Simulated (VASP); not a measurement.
VASP input:

File POSCAR:
```
GaSb
4.2386340
  0.0000000000   0.7071068072   0.7071068072
  0.7071068072   0.0000000000   0.7071068072
  0.7071068072   0.7071068072   0.0000000000
Ga Sb
1 1
Cart
  0.0000000000   0.0000000000   0.0000000000
  0.3535534036   0.3535534036   0.3535534036
```

INCAR:
```
ALGO=Normal
EDIFF=1E-7
ENCUT=520
ISIF=2
ISMEAR=0
LASPH=T
LCHARG=F
LMAXMIX=4
LREAL=F
LWAVE=F
NELM=100
PREC=Accurate
SIGMA=0.05
SYSTEM=GaSb
```

File KPOINTS:
```
Regular mesh
0
gamma
  8 8 8
0 0 0
```

POTCAR, in this order: Ga_d Sb (LDA.64 set). Program: vasp_std.

Translate this LDA calculation to Quantum ESPRESSO's pw.x.

One equivalent input (not run):
```
&CONTROL
  calculation = 'scf'
  pseudo_dir = './pseudo'
  outdir = './out'
  tprnfor = .true.
  tstress = .true.
/
&SYSTEM
  ibrav = 0
  nat = 2
  ntyp = 2
  ecutwfc = 84
  occupations = 'smearing'
  smearing = 'gaussian'
  degauss = 0.003675
  input_dft = 'pz'
/
&ELECTRONS
  conv_thr = 7.3e-09
  electron_maxstep = 100
/
ATOMIC_SPECIES
  Ga 69.723 Ga.upf
  Sb 121.760 Sb.upf
CELL_PARAMETERS angstrom
     0.0000000    2.9971670    2.9971670
     2.9971670    0.0000000    2.9971670
     2.9971670    2.9971670    0.0000000
ATOMIC_POSITIONS crystal
  Ga   0.0000000  0.0000000  0.0000000
  Sb   0.2500000  0.2500000  0.2500000
K_POINTS automatic
  8 8 8 0 0 0
```
Limits of the translation: the potentials are each code's own (VASP's PAW set, PseudoDojo norm-conserving files in pw.x), so ENCUT and ecutwfc are chosen apart and not converted; conv_thr bounds pw.x's estimated SCF error, while EDIFF bounds the energy change between steps.

The compound is GaSb in the zinc blende structure. This cell is one point of a volume scan, at 0.97 of the reference volume.
